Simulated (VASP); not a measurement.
# Cu2BrCl (R-3m) in VASP: single point with PBE

Aim: the single point of Cu2BrCl with PBE.

Program: VASP 6.6.1. These are calculated values, not measurements. Logs are shortened: lines on timing, memory, paths and dates and some standing lists are left out, and cuts for length are marked.

### 1 The structure

Symmetry: R-3m, No. 166, trigonal system. The conventional cell has a = 3.711 Å, b = 3.711 Å, c = 18.143 Å, α = 90.00°, β = 90.00°, γ = 120.00°. Around Cu (site symmetry 3m) lie 3 Cl at 2.61 Å and 3 Br at 2.64 Å. Around Br (site symmetry -3m) lie 6 Cu at 2.64 Å. Cl (site symmetry -3m) has 6 Cu at 2.61 Å as nearest neighbours.

The cell comes from a database or a generator and needn't be the stable form of this composition.

### 2 Single point, PBE

File INCAR:

```
PREC = Accurate ; ENCUT = 520
EDIFF = 1E-6 ; ISMEAR = -1
SIGMA = 0.01 ; LREAL = False
LASPH = True ; NELM = 100
ALGO = Normal ; ISIF = 2
LWAVE = False ; LCHARG = True
GGA = PE ; LELF = True
LVHAR = True ; NBANDS = 26
```

File KPOINTS:

```
regular mesh
0
Gamma
  2 2 2
```

File POSCAR:

```
Cu2BrCl
1.0
    1.8555100000      1.0712800000      6.0475100000
   -1.8555100000      1.0712800000      6.0475100000
    0.0000000000     -2.1425600000      6.0475100000
Cu Br Cl
2 1 1
Direct
    0.2484000000      0.2484000000      0.2484000000
    0.7516000000      0.7516000000      0.7516000000
    0.0000000000      0.0000000000      0.0000000000
    0.5000000000      0.5000000000      0.5000000000
```

Potentials or basis: VASP PAW PBE potentials, release 64 (Cu, Br, Cl).

On the command line:

```bash
cat potpaw_PBE.64/Cu/POTCAR potpaw_PBE.64/Br/POTCAR potpaw_PBE.64/Cl/POTCAR > POTCAR
mpirun -np 1 vasp_std > vasp.out
```

OUTCAR:

```text
PREC = Accurate
   ENCUT = 520
   EDIFF = 1E-6
   ISMEAR = -1
   LREAL = False
   LASPH = True
   NELM = 100
   ISIF = 2
   GGA = PE

 ion  position               nearest neighbor table
   1  0.248  0.248  0.248-   4 2.61   4 2.61   4 2.61   3 2.64   3 2.64   3 2.64
   2  0.752  0.752  0.752-   4 2.61   4 2.61   4 2.61   3 2.64   3 2.64   3 2.64
   3  0.000  0.000  0.000-   2 2.64   2 2.64   1 2.64   1 2.64   2 2.64   1 2.64
   4  0.500  0.500  0.500-   1 2.61   1 2.61   2 2.61   2 2.61   1 2.61   2 2.61

  LATTYP: Found a trigonal (rhomboedric) cell.
 ALAT       =     6.4158347390
 COS(alpha) =     0.8327174203

  Lattice vectors:

 A1 = (   1.8555100000,   1.0712800000,   6.0475100000)
 A2 = (  -1.8555100000,   1.0712800000,   6.0475100000)
 A3 = (   0.0000000000,  -2.1425600000,   6.0475100000)

Analysis of symmetry for initial positions (statically):
=====================================================================
 Subroutine PRICEL returns:
 Original cell was already a primitive cell.

 Routine SETGRP: Setting up the symmetry group for a
 trigonal (rhombohedral) supercell.

 Subroutine GETGRP returns: Found 12 space group operations
 (whereof 12 operations were pure point group operations)
 out of a pool of 12 trial point group operations.

The static configuration has the point symmetry D_3d.

Analysis of symmetry for dynamics (positions and initial velocities):
=====================================================================
 Subroutine PRICEL returns:
 Original cell was already a primitive cell.

 Routine SETGRP: Setting up the symmetry group for a
 trigonal (rhombohedral) supercell.

 Subroutine GETGRP returns: Found 12 space group operations
 (whereof 12 operations were pure point group operations)
 out of a pool of 12 trial point group operations.

The dynamic configuration has the point symmetry D_3d.

 Subroutine INISYM returns: Found 12 space group operations
 (whereof 12 operations are pure point group operations),
 and found     1 'primitive' translations

----------------------------------------------------------------------------------------

                                     Primitive cell

  volume of cell :      72.1264

  direct lattice vectors                    reciprocal lattice vectors
[... 68 lines left out ...]
   ENCUT  =  520.0 eV  38.22 Ry    6.18 a.u.  11.93 11.93 11.93*2*pi/ulx,y,z
   NELM   =    100;   NELMIN=  2; NELMDL= -5     # of ELM steps
   EDIFF  = 0.1E-05   stopping-criterion for ELM
   LREAL  =      F    real-space projection
   EDIFFG = 0.1E-04   stopping-criterion for IOM
   NSW    =      0    number of steps for IOM
   IBRION =     -1    ionic relax: 0-MD 1-quasi-New 2-CG
   NFREE  =      0    steps in history (QN), initial steepest desc. (CG)
   ISIF   =      2    stress and relaxation
   ISYM   =      2    0-nonsym 1-usesym 2-fastsym
   POTIM  = 0.5000    time-step for ionic-motion
   TEBEG  =    0.0;   TEEND  =   0.0 temperature during run
   PSTRESS=    0.0 pullay stress
   NELECT =      36.0000    total number of electrons
   NUPDOWN=      -1.0000    fix difference up-down
   EMIN   =  10.00;   EMAX   =-10.00  energy-range for DOS
   EFERMI =   0.00;   METHOD = LEGACY
   ISMEAR =    -1;   SIGMA  =   0.01  broadening in eV -4-tet -1-fermi 0-gaus
   EFERMI_NEDOS =   21; number of points for ismear=-14 and -15
   IALGO  =     38    algorithm
   IMIX   =      4    mixing-type and parameters
     AMIX     =   0.40;   BMIX     =  1.00
     AMIX_MAG =   1.60;   BMIX_MAG =  1.00
  volume/ion in A,a.u.               =      18.03       121.68
  Fermi-wavevector in a.u.,A,eV,Ry     =   1.298607  2.454011 22.944582  1.686379
  Thomas-Fermi vector in A             =   2.429924
   LORBIT       =      0    0 simple, 1 ext, 2 COOP (PROOUT), +10 PAW based schemes
   GGA     = PE    functional components
   LHFCALC =     F    Hartree Fock is set to
   AEXX    =    0.0000 exact exchange contribution
   IVDW    =     0    specifies the selected vdW correction
   LEPSILON=     F    determine dielectric tensor
   LRPA    =     F    only Hartree local field effects (RPA)
 non-spin polarized calculation
  energy-cutoff  :      520.00
  volume of cell :       72.13
 maximum number of plane-waves:      1960
 NGX is ok and might be reduce to    48
   NGX = 23   NGY = 23   NGZ = 23

 number of electron      36.0000002 magnetization

 Free energy of the ion-electron system (eV)
  ---------------------------------------------------
  ext. energy  EPLUGINS =         0.00000000
  ---------------------------------------------------
  free energy    TOTEN  =       -10.21202398 eV

  energy without entropy =      -10.21193908  energy(sigma->0) =      -10.21198153

 E-fermi :   5.3448     XC(G=0): -10.3335

 val. band max:        5.2760538141   @ k =   0.0000   0.0000   0.0000
 cond. band min:       5.4057983693   @ k =   0.0000   0.0000   0.0000
 fundamental gap:      0.1297445552
 Fermi energy:         5.3447682784

 k-point     1 :       0.0000    0.0000    0.0000
  band No.  band energies     occupation
      1     -11.6232      2.00000
      2     -10.8145      2.00000
      3      -1.8938      2.00000
      4       0.7883      2.00000
      5       0.7883      2.00000
      6       2.1074      2.00000
[... 105 lines left out ...]
     25      12.7010      0.00000
     26      12.7010      0.00000

------------------------ aborting loop because EDIFF is reached ----------------------------------------

  FORCE on cell =-STRESS in cart. coord.  units (eV):
  Direction    XX          YY          ZZ          XY          YZ          ZX
  --------------------------------------------------------------------------------------
  -------------------------------------------------------------------------------------
  Total        3.7679031      3.7679088      0.2501523      0.0000000      0.0000000      0.0000000
  in kB       83.6982097     83.6983350      5.5567520      0.0000000      0.0000000      0.0000000
  external PRESSURE =      57.6510989 kB  Pullay stress =       0.0000000 kB

 VOLUME and BASIS-vectors are now :
 -----------------------------------------------------------------------------
  energy-cutoff  :      520.00
  volume of cell :       72.13
      direct lattice vectors                 reciprocal lattice vectors
     1.855510000  1.071280000  6.047510000     0.269467694  0.155577129  0.055119104
    -1.855510000  1.071280000  6.047510000    -0.269467694  0.155577129  0.055119104
     0.000000000 -2.142560000  6.047510000     0.000000000 -0.311154258  0.055119104

 POSITION                                       TOTAL-FORCE (eV/Angst)
 -----------------------------------------------------------------------------------
      0.00000      0.00000      4.50660         0.000000     -0.000000     -0.109176
      0.00000      0.00000     13.63593         0.000000      0.000000      0.109176
      0.00000      0.00000      0.00000        -0.000000      0.000000     -0.000000
      0.00000      0.00000      9.07127         0.000000      0.000000      0.000000
 -----------------------------------------------------------------------------------
    total drift:                                0.000000     -0.000000      0.000000

  FREE ENERGIE OF THE ION-ELECTRON SYSTEM (eV)
  ---------------------------------------------------
  free  energy   TOTEN  =       -10.2120239849 eV

  energy  without entropy=      -10.2119390850  energy(sigma->0) =      -10.21198153
```

It took 28 s on 1 thread of Intel Xeon Platinum 8488C (Sapphire Rapids), shared host; peak memory 0.31 GiB.

What came out:

| Item | Value |
| --- | --- |
| Free energy | -10.2120 eV |
| Pressure | 5.8 GPa |
| Largest force | 0.109 eV/Å |
| Band gap on the k mesh | 0.13 eV, direct |

Forces on the atoms (eV/Å):
```
Cu   0.000  0.000 -0.109
Cu   0.000  0.000  0.109
Br   0.000  0.000  0.000
Cl   0.000  0.000  0.000
```

Stress tensor (GPa, compression positive):
```
8.37 0.00 0.00
0.00 8.37 0.00
0.00 0.00 0.56
```

Levels at points of the mesh, in eV from the valence-band top:
```csv
k point,band 15,band 16,band 17,band 18,band 19,band 20,band 21,band 22
"(0.00, 0.00, 0.00)",-1.39,-1.30,0.00,0.00,0.13,2.94,5.79,5.79
"(0.50, 0.00, 0.00)",-1.00,-0.89,-0.80,-0.78,2.19,2.64,5.37,6.05
"(0.50, 0.50, 0.00)",-1.28,-1.18,-0.05,-0.03,0.33,2.92,5.78,5.80
"(0.50, 0.50, 0.50)",-0.88,-0.88,-0.55,-0.55,2.47,2.47,6.30,6.90
```

Caveat: the k mesh is coarse (spacing up to 0.99 Å⁻¹), so the values aren't converged.
